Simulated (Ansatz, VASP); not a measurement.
**Cross-check of Al8Ga4P12O47 (V_O2) between VASP and Ansatz**

Aim: how closely do two programs agree when they are given the same cell, functional and k mesh? The cell is taken from a series of runs on this material, whose earlier steps may have relaxed, scaled, displaced or heated it; both programs get it as it stands.

Method: plane waves, with VASP 6.6.1 beside it; single point at PBEsol, in Ansatz 0.2.0.

## Step 1: Starting point

The cell holds 71 atoms: 8 Al, 4 Ga, 12 P and 47 O. Its edges and angles: a = 9.916 Å, b = 9.916 Å, c = 11.035 Å, α = 90.6°, β = 90.6°, γ = 60.3°. It derives from Al2GaP3O12 (Al2GaP3O12 (C2)). Nearest the centre at fractional (0.368, 0.700, 0.372): P18 at 1.39 Å, Ga10 at 1.41 Å, O70 at 2.21 Å, O38 at 2.33 Å, O40 at 2.53 Å, O63 at 2.62 Å, O47 at 2.88 Å, O37 at 2.90 Å.

Structure file:

```xyz
71
Lattice="8.5754 -4.9779 -0.0427 8.5754 4.9779 -0.0427 -0.0839 0.0000 11.0343" Properties=species:S:1:pos:R:3 pbc="T T T"
Al    6.5668    1.0736    1.7197
Al   10.4330   -3.8325    9.1138
Al    2.2623   -1.2687    1.8484
Al    6.1946    3.6212    9.1768
Al   10.7326   -1.1613    1.8636
Al    6.1678   -1.3147    9.1245
Al   15.1675    1.1320    1.7909
Al   10.5125    1.1732    9.1156
Ga    4.2475    0.1780    5.4777
Ga    8.8111    2.3459    5.2438
Ga    8.5144   -2.2826    5.5323
Ga   12.9216    0.0923    5.4781
P     4.1626    0.1080   10.9655
P     2.2487   -1.3193    7.3071
P     6.2172   -1.3447    3.6363
P     8.5806    2.6055   -0.0421
P     6.6313    1.1454    7.2364
P    10.4296    1.2682    3.8121
P     8.5374   -2.2898   -0.0305
P     6.5684   -3.7973    7.3727
P    10.4927   -3.7084    3.6437
P    12.8529    0.1540   -0.0338
P    10.8547   -1.3196    7.3205
P     6.3401    3.5410    3.5934
O     5.6359    1.2048    6.0575
O     6.7796   -0.4787    2.4928
O     4.6615   -0.7799    9.8189
O     2.8908    1.2413    4.8802
O     1.6374   -0.4117    8.3941
O     3.7557   -0.7784    1.0902
O     5.3883    1.0046    0.4365
O     6.7182   -0.2707    7.8338
O     4.8201   -0.8474    4.0670
O     3.0332    1.0078   10.4516
O     1.7668   -0.1071    3.0392
O     3.6486   -0.8004    6.8980
O     9.9025    3.6312    6.0350
O    10.9118    2.2071    2.6859
O     9.0361    1.7431    9.8434
O     7.4337    3.4325    4.6649
O     6.1325    2.0903    8.3443
O     8.0763    1.6752    1.0782
O     9.6765    3.5229    0.5149
O    11.0204    2.2497    7.8429
O     7.3627    3.4959   10.4742
O     6.0492    2.1711    2.9677
O     8.0364    1.5175    6.7234
O     9.9120   -1.2466    6.0972
O    11.0195   -2.7118    2.6022
O     9.0104   -3.1712    9.8761
O     7.1682   -1.2502    4.8512
O     5.9295   -2.8980    8.4391
O     8.0359   -3.1995    1.1017
O     9.6094   -1.3457    0.5349
O    10.9831   -2.7501    7.8526
O     9.0878   -3.3023    4.1340
O     7.3219   -1.4160   10.4408
O     6.0687   -2.7867    3.1329
O     7.9651   -3.2676    6.9722
O    14.2645    1.1737    6.0625
O    15.3937   -0.4602    2.4614
O    13.2971   -0.8314    9.9382
O    11.5690    1.1397    4.8484
O    10.2998   -0.4179    8.4328
O    12.2297   -0.6176    1.1435
O    13.9890    1.0356    0.5015
O    15.3022   -0.2248    7.9104
O    13.5789   -0.9608    4.1540
O    11.7210    1.0818   10.3730
O    10.1090   -0.0950    3.1468
O    12.2670   -0.8606    6.8944
```

## Step 2: VASP: single point, PBEsol, pair 1

A single point gives forces, pressure and levels at one fixed geometry, so differences don't come from the geometry; what else differs is listed under the comparison.

Lines of VASP's logs that name or quote its potential files are left out, and so is its time.

The input, INCAR:

```
SYSTEM = Al8Ga4P12O47
PREC = Accurate
ENCUT = 520
EDIFF = 1E-06
NELM = 120
ISMEAR = -1
SIGMA = 0.01
LREAL = Auto
ALGO = Normal
GGA = PS
NBANDS = 264
LORBIT = 11
LWAVE = .FALSE.
LCHARG = .FALSE.
ISIF = 2
ISYM = 0
LASPH = .TRUE.
GGA_COMPAT = .FALSE.
EFERMI = MIDGAP
KPAR = 4
```

The input, POSCAR:

```
Al8Ga4P12O47
1.0
    8.5754128112     -4.9779479945     -0.0427180058
    8.5754128112      4.9779479945     -0.0427180058
   -0.0838676572      0.0000000000     11.0343038487
Al Ga P O
8 4 12 47
Direct
    0.2758299400      0.4914974664      0.1588228245
    0.9973191926      0.2274208495      0.8306902375
    0.2601575116      0.0052989206      0.1685414856
    0.0015456512      0.7289863019      0.8344898719
    0.7432667722      0.5099865971      0.1737432046
    0.4957299217      0.2316239924      0.8297360004
    0.7714802044      0.9988904376      0.1691585507
    0.4991661444      0.7348469789      0.8308937858
    0.2322132185      0.2679724822      0.4983631016
    0.2804568480      0.7517139063      0.4792201165
    0.7281846337      0.2696379945      0.5052318656
    0.7465969885      0.7651314363      0.5023145018
    0.2367293494      0.2584155203      0.9956858346
    0.2668713613      0.0018397293      0.6632526167
    0.4991931746      0.2290609887      0.3323615528
    0.2385987861      0.7620057404      0.0000611079
    0.2748206820      0.5049180156      0.6588236509
    0.4824422955      0.7372055341      0.3501996552
    0.7277836605      0.2677987656      0.0010930922
    0.7676752109      0.0048427533      0.6711548069
    0.9859090702      0.2409425945      0.3349690519
    0.7339469535      0.7648866015      0.0027398008
    0.7687067533      0.5036218672      0.6683557661
    0.0156009084      0.7269447098      0.3285280553
    0.2102882454      0.4523212531      0.5515317288
    0.4444899568      0.3483352700      0.2289844356
    0.3544938045      0.1978202902      0.8919902842
    0.0460369502      0.2954028559      0.4435956746
    0.1405462135      0.0578398630      0.7614973248
    0.2976607993      0.1412875897      0.1005013762
    0.2134736432      0.4152743344      0.0419905377
    0.4223881507      0.3680110409      0.7130109549
    0.3679682316      0.1977384535      0.3707648157
    0.0802719873      0.2827167256      0.9485934999
    0.1151297685      0.0936069377      0.2762425860
    0.2962010529      0.1354026681      0.6268122563
    0.2153516202      0.9447999856      0.5514190062
    0.4157520663      0.8591310469      0.2483517579
    0.3561562525      0.7063266560      0.8961815873
    0.0907377475      0.7802864123      0.4261367244
    0.1513130380      0.5712306049      0.7590075834
    0.3031310956      0.6396522600      0.1013666271
    0.2105946049      0.9183013204      0.0510299189
    0.4200874663      0.8720280788      0.7157792757
    0.0828095949      0.7850868558      0.9526019128
    0.1359664563      0.5721065883      0.2716944223
    0.3191491521      0.6239942663      0.6129691303
    0.7058710422      0.4554403685      0.5570606435
    0.9160604392      0.3713013303      0.2408135893
    0.8482838979      0.2112308451      0.8991382359
    0.5456940314      0.2945383737      0.4428999595
    0.6405648734      0.0583969586      0.7675097062
    0.7904096641      0.1476844059      0.1034708227
    0.6957083485      0.4253802877      0.0528155379
    0.9201212051      0.3676581379      0.7166365244
    0.8634204158      0.2000356275      0.3787681534
    0.5737887655      0.2893271990      0.9495567667
    0.6351544939      0.0753406270      0.2866769841
    0.7957260774      0.1393172285      0.6354843174
    0.7165343300      0.9523155499      0.5558797724
    0.9448930615      0.8524519721      0.2300271281
    0.8632450849      0.6962274043      0.9067028208
    0.5622394456      0.7911955178      0.4446359626
    0.6462835772      0.5623248217      0.7689097944
    0.7756373818      0.6515714331      0.1091599036
    0.7118739077      0.9199212749      0.0517666732
    0.9183306068      0.8731768508      0.7238290276
    0.8901133239      0.6971031324      0.3826103332
    0.5793757320      0.7966868599      0.9453977930
    0.6003746783      0.5812983127      0.2897580955
    0.8047604759      0.6318877500      0.6303754788
```

The input, KPOINTS:

```
Points of the shifted mesh
8
Reciprocal
 0.2500000000  0.2500000000  0.2500000000 1
 0.2500000000  0.2500000000  0.7500000000 1
 0.2500000000  0.7500000000  0.2500000000 1
 0.2500000000  0.7500000000  0.7500000000 1
 0.7500000000  0.2500000000  0.2500000000 1
 0.7500000000  0.2500000000  0.7500000000 1
 0.7500000000  0.7500000000  0.2500000000 1
 0.7500000000  0.7500000000  0.7500000000 1
```

Potentials, in the order of the species: Al, Ga_d, P and O (PBE family, release 64).

Command:

```console
> mpirun -np 8 vasp_std
```

Numbers of over 12 decimals in the logs are rounded to 6 here.

Output:

```text
[banner, memory and clock lines left out]
running    8 mpi-ranks, on    1 nodes
[...]
|                                                                             |
|           W    W    AA    RRRRR   N    N  II  N    N   GGGG   !!!           |
|           W    W   A  A   R    R  NN   N  II  NN   N  G    G  !!!           |
|           W    W  A    A  R    R  N N  N  II  N N  N  G       !!!           |
|           W WW W  AAAAAA  RRRRR   N  N N  II  N  N N  G  GGG   !            |
|           WW  WW  A    A  R   R   N   NN  II  N   NN  G    G                |
|           W    W  A    A  R    R  N    N  II  N    N   GGGG   !!!           |
|                                                                             |
|     For optimal performance we recommend to set                             |
|       NCORE = 2 up to number-of-cores-per-socket                            |
|     NCORE specifies how many cores store one orbital (NPAR=cpu/NCORE).      |
|     This setting can greatly improve the performance of VASP for DFT.       |
[...]
|                                                                             |
|     You enforced a specific xc type in the INCAR file but a different       |
|     [... a line on the potential file left out ...]
|     I HOPE YOU KNOW WHAT YOU ARE DOING!                                     |
|                                                                             |

 LDA part: xc-table for (Slater+PW92), standard interpolation
 POSCAR, INCAR and KPOINTS ok, starting setup
[...]
entering main loop
       N       E                     dE             d eps       ncg     rms          rms(c)
DAV:   1     0.526825285256E+04    0.52683E+04   -0.18164E+05  4224   0.172E+03
DAV:   2     0.247377503082E+03   -0.50209E+04   -0.47133E+04  5104   0.460E+02
DAV:   3    -0.540460693678E+03   -0.78784E+03   -0.77037E+03  5080   0.203E+02
DAV:   4    -0.600680381040E+03   -0.60220E+02   -0.59788E+02  6240   0.565E+01
[...]
DAV:  15    -0.536550537309E+03   -0.54684E-05   -0.50606E-05  5304   0.320E-02    0.102E-02
DAV:  16    -0.536550534589E+03    0.27195E-05   -0.16287E-05  5616   0.212E-02    0.583E-03
DAV:  17    -0.536550533604E+03    0.98564E-06   -0.85714E-06  5104   0.181E-02
   1 F= -.53655053E+03 E0= -.53655053E+03  d E =0.000000E+00
```

From OUTCAR (step 2):

```text
 POSITION                                       TOTAL-FORCE (eV/Angst)
 -----------------------------------------------------------------------------------
      6.56683      1.07358      1.71972         0.006468      0.000604      0.009370
     10.43298     -3.83251      9.11377        -0.012489     -0.000850      0.003370
      2.26226     -1.26867      1.84840         0.012058     -0.015125      0.010781
      6.19463      3.62116      9.17681        -0.018692     -0.005249     -0.010780
     10.73259     -1.16126      1.86360         0.010842      0.007771      0.024234
      6.16777     -1.31471      9.12449        -0.018951     -0.002980     -0.002911
     15.16747      1.13204      1.79092         0.013327     -0.004532      0.007525
     10.51249      1.17321      9.11562        -0.006749     -0.005441      0.007004
      4.24750      0.17801      5.47772        -0.004466      0.031716     -0.002777
      8.81110      2.34589      5.24377        -0.002381      0.037021      0.012281
      8.51437     -2.28262      5.53226        -0.003706      0.020354     -0.007210
     12.92157      0.09226      5.47811        -0.007850      0.024629     -0.028832
      4.16257      0.10795     10.96555        -0.004466      0.011089      0.002030
      2.24868     -1.31931      7.30705         0.002141     -0.015925      0.025616
[...]
-----------------------------------------------------------------------------------
    total drift:                                0.013273      0.031863     -0.001836

  FREE ENERGIE OF THE ION-ELECTRON SYSTEM (eV)
  ---------------------------------------------------
  free  energy   TOTEN  =      -536.5505336036 eV

  energy  without entropy=     -536.5505336036  energy(sigma->0) =     -536.55053360

[... 2 further parts left out ...]
[key lines of the parts left out:]
E-fermi :   3.3969
```

The run ends at a pressure of -0.49 GPa, with forces up to 0.051 eV/Å.

## Step 3: Ansatz: single point, PBEsol, pair 1

Ansatz runs on its default PAW (the set named soft_2) files.

The same cell, functional, mesh and smearing now go to Ansatz.

The input, input.yaml:

```yaml
crystal:
  checkpoint: "../q0.relax.run"
  host: checkpoint
basis:
  ecutwfc: 420
  xc_grid: 2
hamiltonian:
  xc: pbesol
kpoints:
  mp_grid: { grid: [2, 2, 2], shift: [0.5, 0.5, 0.5] }
scf:
  occupations: { method: fermi_dirac, width: 0.01 }
  max_iter: 100
output:
  forces: true
  eigenvalues: true
  charged_corrections:
    epsilon: [2.54, 2.5, 2.55]
    static_epsilon: [5.26, 4.93, 5.05]
    defect_position: [0.367621, 0.699607, 0.372171]
  eigenstates: { localisation: true }
  populations: true
  band_densities: [{ bands: [v1, v1] }, { bands: [c1, c1] }]
  write_density: true
  write_potential: true
  volumetric_format: npy
checkpoint:
  read: "../q0.relax.run"
  write: "../q0.point.run"
  compress: false
  write_wavefunctions: false
  write_every: 100000
```

Command:

```console
> ansatz run input.yaml --threads 4 --pin off --max-ram 7536MiB --backend cpu --events-out ev --progress --plain --runs-dir out
```

Output:

```text
crystal.checkpoint: the structure is that of <dir>, a `relax` run, at its step 9: its result, under pbesol at a charge of 0 e; 71 atoms read, 0 with a starting moment; crystal.structure_sha256 for this input is
Engine: ansatz 0.2.0, aarch64-unknown-linux-gnu
Pseudopotentials: kind: paw
Pseudopotential: Al, paw, valence charge 3, recommended cutoff 420 eV (normal), Al.paw.azcp
Pseudopotential: Ga, paw, valence charge 13, recommended cutoff 420 eV (normal), Ga.paw.azcp
Pseudopotential: P, paw, valence charge 5, recommended cutoff 420 eV (normal), P.paw.azcp
Pseudopotential: O, paw, valence charge 6, recommended cutoff 420 eV (normal), O.paw.azcp
Functional definition: PBEsol
  exchange = pbesol_x
  correlation = pbesol_c
Crystal: 71 atoms, lattice volume = 942.028 Å³
Basis set: ecut = 420 eV, 18429 PW (Γ), exchange–correlation on 144×144×150 points (8 copies of the dense FFT grid, shifted against one another)
Bands: 280, of which v1, the nominal top of the filled ones, is band 209 counted from 1 (208 counted from 0)
Symmetry: 1 space group operations
Space group: P1 (ITA 1), of the structure as read, at distance tolerance 9.8e-5 Å
k-points: 4 of 8 (time reversal used)
Non-local potential: Al, projectors of the file, l = 0: 2, l = 1: 2, l = 2: 1
Non-local potential: Ga, projectors of the file, l = 0: 2, l = 1: 2, l = 2: 3, l = 3: 1
Non-local potential: P, projectors of the file, l = 0: 2, l = 1: 2, l = 2: 2
Non-local potential: O, projectors of the file, l = 0: 2, l = 1: 2, l = 2: 1
PAW form: soft (Blöchl's): semilocal exchange-correlation on the pseudo side does not see the compensation charge
PAW frozen core: Al, regenerated for the run's functional, and the local potential with it (the file was generated under x = pbe(κ = 0.804, μ = 0.219515), c = pbe(β = 0.066725))
PAW frozen core: Ga, regenerated for the run's functional, and the local potential with it (the file was generated under x = pbe(κ = 0.804, μ = 0.219515), c = pbe(β = 0.066725))
PAW frozen core: P, regenerated for the run's functional, and the local potential with it (the file was generated under x = pbe(κ = 0.804, μ = 0.219515), c = pbe(β = 0.066725))
PAW frozen core: O, regenerated for the run's functional, and the local potential with it (the file was generated under x = pbe(κ = 0.804, μ = 0.219515), c = pbe(β = 0.066725))
PAW one-centre angular grid: Al, 110 points (default); XC on 64 Gauss nodes
PAW one-centre angular grid: Ga, 590 points (default); XC on 64 Gauss nodes
PAW one-centre angular grid: P, 110 points (default); XC on 64 Gauss nodes
PAW one-centre angular grid: O, 110 points (default); XC on 64 Gauss nodes
Initial density: read from a saved state, or passed on in memory by an earlier SCF of this step, an earlier step, the calling program or the single point that the run made first
Stability of the state it starts from, as read at its close in the unpolarized treatment: not read negative (Ritz values of 1 − χ₀K, real part plus size of imaginary part, from 1.0 to 1.2, by its mixing steps under no symmetry)
Initial wavefunctions: pseudopotential atomic-orbital guess — the wavefunctions supplied were not used: k-point sampling differs
Functional: x = pbesol(κ = 0.804, μ = 0.123457), c = pbesol(β = 0.046)
iter 1 solved again at ethr=6.71e-8 eV; its pass at ethr=3.10e-3 eV (dr2=2.81e-4 eV) is discarded
SCF iter   1: F=—  HF=-54465.867911 eV  |F-HF|=—  |Δ(HF+E_count)|=         —  Δρ=1.12e-4  dr2=5.33e-5  ethr=6.71e-8  ⟨swp⟩=10.0  Hψ=10584  notcnv=0
preconditioner: auto → Resta (q_TF=auto, 2.383 Å⁻¹)  ε∞=3.1  [insulator: Δε(μ)=5.083 eV  Ē_g=16.888 eV  σ=0.010 eV  W_gap=1.00  n_scr=212 (ndim 8)  ℏωp=24.7 eV  f_vac=0.140  D(μ)=0.00/eV (n_scr^D=0)  ε∞_Penn≈3.1]
SCF iter   2: F=—  HF=-54465.866721 eV  |F-HF|=—  |Δ(HF+E_count)|=   1.19e-3  Δρ=5.24e-5  dr2=9.52e-6  ethr=1.28e-8  ⟨swp⟩=2.0  Hψ=1687  notcnv=0
SCF iter   3: F=—  HF=-54465.866721 eV  |F-HF|=—  |Δ(HF+E_count)|=   2.73e-7  Δρ=1.73e-5  dr2=2.17e-6  ethr=2.28e-9  ⟨swp⟩=2.0  Hψ=2013  notcnv=0
SCF iter   4: F=—  HF=-54465.866721 eV  |F-HF|=—  |Δ(HF+E_count)|=   1.11e-7  Δρ=4.14e-6  dr2=1.96e-7  ethr=5.20e-10  ⟨swp⟩=3.0  Hψ=2176  notcnv=0
SCF iter   5: F=-54465.866721 eV  HF=-54465.866721 eV  |F-HF|=1.53e-8  |Δ(HF+E_count)|=   1.20e-7  Δρ=2.71e-6  dr2=5.97e-8  ethr=2.39e-11  ⟨swp⟩=15.8  Hψ=7800  notcnv=0
SCF 1 converged in 5 iterations: F = -54465.866721 eV  dr2 = 5.97e-8
  greatest PAW one-centre occupation: 0.996 electrons in one spin orbital (limit 2), on the Ga atom at site 37 (counted from 0), in its partial waves of l = 2
SCF converged after 5 iterations
Free energy (F): -54465.866721 eV
Harris-Foulkes:  -54465.866721 eV  (|F-HF|=1.53e-8)
Internal energy: -54465.866721 eV  (E = F + TS)
E sigma→0 (E₀):  -54465.866721 eV
Fermi energy:    5.145961 eV
--- Per-component energies (eV) ---
[...]
k-point 2: bands = [... 205 lower, 2.2491, 2.2706, 2.3238, 2.5777, 7.8512, 8.0727, 8.5094, 8.7385, ... 67 higher]
  k-point 3: bands = [... 205 lower, 2.2422, 2.2868, 2.3150, 2.5809, 7.8399, 8.0893, 8.5113, 8.7490, ... 67 higher]
--- Löwdin populations: 71 sites ---
  site symbol       q [e]
     0     Al      1.6153
     1     Al      1.6084
     2     Ga     11.8765
     3      P      2.7758
     4      P      2.7936
     5      P      2.7919
     6      O      6.7191
     7      O      6.7889
     8      O      6.7867
     9      O      6.7184
    10      O      6.7876
    11      O      6.7890
    12      O      6.7872
    13      O      6.7882
    14      O      6.7141
    15      O      6.7857
    16      O      6.7880
    17      O      6.7157
    18     Al      1.6116
    19     Al      1.6065
    20     Ga     12.2074
    21      P      2.7742
    22      P      2.7913
    23      P      3.2256
[...]
63      O      6.7871
    64      O      6.7898
    65      O      6.7882
    66      O      6.7827
    67      O      6.7166
    68      O      6.7883
    69      O      6.7660
    70      O      6.7151
  spilling = 0.013193 (of n_electrons = 418.000000)
--- Band densities, each state counted as filled ---
  window                                       electrons  max residual (eV)  cut levels
  bands: [v1, v1]                               2.000000             2.7e-9           0
  bands: [c1, c1]                               2.000000             2.1e-4           0
```

## Step 4: Side by side

Known differences besides the potentials themselves: the cutoff is 420 eV in Ansatz and 520 eV in VASP (PREC = Accurate, projectors in real space); Ansatz makes its cores anew for this functional, VASP keeps those of its PBE data sets. Total energies have different zeros and are not compared.

Compared:

| quantity | Ansatz | VASP | difference |
| --- | --- | --- | --- |
| gap on the k mesh (eV) | 5.083 | 5.079 | +0.004 |

At this near-relaxed geometry the largest component of a force difference is 45 meV/Å. A gap on the mesh is an upper bound, since the band edges may lie between its points.

(Continued in part 2 of 2.)

[Lines on the potential files, build, host, timing and source positions are cut from VASP's logs without a mark.]

[Logs are printed without paths, hosts, clocks, repeated set-up lines and the standing remarks that a program may print on its own settings, such as how far it seeks lower states.]

[Hosts, paths, dates, database ids (printed as entryN), source tags and the programs' standing remarks are cut or masked in the printed files.]
